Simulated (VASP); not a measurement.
A VASP calculation is set up with these files.

**KPOINTS**
```
Automatic mesh
0
Gamma
2 2 2
0 0 0
```

### POSCAR
```
Ba
1
   -2.5100000000     2.5100000000     2.5100000000
    2.5100000000    -2.5100000000     2.5100000000
    2.5100000000     2.5100000000    -2.5100000000
Ba
1
Direct
  0.0000000000   0.0000000000   0.0000000000
```

**INCAR**
```
SYSTEM = Ba
PREC = Accurate
ENCUT = 400
EDIFF = 1E-6
NELM = 100
ALGO = Normal
LREAL = .FALSE.
LASPH = .TRUE.
ISMEAR = 0
SIGMA = 0.001
GGA = PE
LMAXMIX = 4
LWAVE = .FALSE.
LCHARG = .FALSE.
ISIF = 2
```

POTCAR, in this order: Ba_sv (PBE.64 set). Program: vasp_std.

What VASP printed:

standard output:
```
 POSCAR found type information on POSCAR Ba
 POSCAR found :  1 types and       1 ions
 Reading from existing POTCAR
 Reading from existing POTCAR
 LDA part: xc-table for (Slater+PW92), standard interpolation
 POSCAR, INCAR and KPOINTS ok, starting setup
 WAVECAR not read
 entering main loop
       N       E                     dE             d eps       ncg     rms          rms(c)
DAV:   1     0.539382865022E+02    0.53938E+02   -0.36642E+03    54   0.748E+02
DAV:   2    -0.451636925876E+00   -0.54390E+02   -0.54111E+02    63   0.130E+02
DAV:   3    -0.247364387787E+01   -0.20220E+01   -0.20206E+01    66   0.311E+01
DAV:   4    -0.252666349091E+01   -0.53020E-01   -0.52791E-01    89   0.537E+00
DAV:   5    -0.253055619144E+01   -0.38927E-02   -0.38912E-02    75   0.120E+00    0.215E+00
DAV:   6    -0.252823788439E+01    0.23183E-02   -0.38234E-03    72   0.752E-01    0.128E+00
DAV:   7    -0.252706372343E+01    0.11742E-02   -0.86174E-03    58   0.115E+00    0.464E-02
DAV:   8    -0.252722741993E+01   -0.16370E-03   -0.38938E-04    81   0.139E-01    0.231E-02
DAV:   9    -0.252724025063E+01   -0.12831E-04   -0.12917E-05    56   0.310E-02    0.110E-02
DAV:  10    -0.252724179261E+01   -0.15420E-05   -0.20512E-06    72   0.112E-02    0.346E-03
DAV:  11    -0.252724208058E+01   -0.28797E-06   -0.54147E-07    38   0.848E-03
   1 F= -.25272421E+01 E0= -.25271716E+01  d E =-.141047E-03
```

### OUTCAR
```
------------------------ aborting loop because EDIFF is reached ----------------------------------------
  FORCE on cell =-STRESS in cart. coord.  units (eV):
  Direction    XX          YY          ZZ          XY          YZ          ZX
  --------------------------------------------------------------------------------------
  Total       -1.6267333     -1.6267333     -1.6267333      0.0000000      0.0000000      0.0000000
  in kB      -41.2046085    -41.2046085    -41.2046085      0.0000000      0.0000000      0.0000000
  external PRESSURE =     -41.2046085 kB  Pullay stress =       0.0000000 kB
  volume of cell :       63.25
      direct lattice vectors                 reciprocal lattice vectors
    -2.510000000  2.510000000  2.510000000     0.000000000  0.199203187  0.199203187
     2.510000000 -2.510000000  2.510000000     0.199203187  0.000000000  0.199203187
     2.510000000  2.510000000 -2.510000000     0.199203187  0.199203187  0.000000000
 POSITION                                       TOTAL-FORCE (eV/Angst)
 -----------------------------------------------------------------------------------
      0.00000      0.00000      0.00000        -0.000000      0.000000      0.000000
 -----------------------------------------------------------------------------------
    total drift:                                0.000000      0.000000      0.000000
  FREE ENERGIE OF THE ION-ELECTRON SYSTEM (eV)
  ---------------------------------------------------
  free  energy   TOTEN  =        -2.5272420806 eV

  energy  without entropy=       -2.5271010332  energy(sigma->0) =       -2.52717156
```
(Selected blocks of OUTCAR.)

Problem. The run ends quietly. Is anything wrong with it?

Solution. The cause: a metal was run with a tiny SIGMA on a coarse mesh. The run ends without an error. Against the sound run, the energy per atom (σ→0) decreases by 0.615 eV/atom; the pressure decreases by 4.11 GPa. To mend it, set ISMEAR = 1, set SIGMA = 0.1, correct KPOINTS.
File KPOINTS:
```
Automatic mesh
0
Gamma
8 8 8
0 0 0
```
The mended run (PBE GGA, plane waves, VASP's PBE PAW potentials (set 64)) converges, and its OSZICAR ends with
```
   1 F= -.19122045E+01 E0= -.19121126E+01  d E =-.275761E-03
```

The compound is Ba in the bcc structure. The cell was not relaxed at this level.
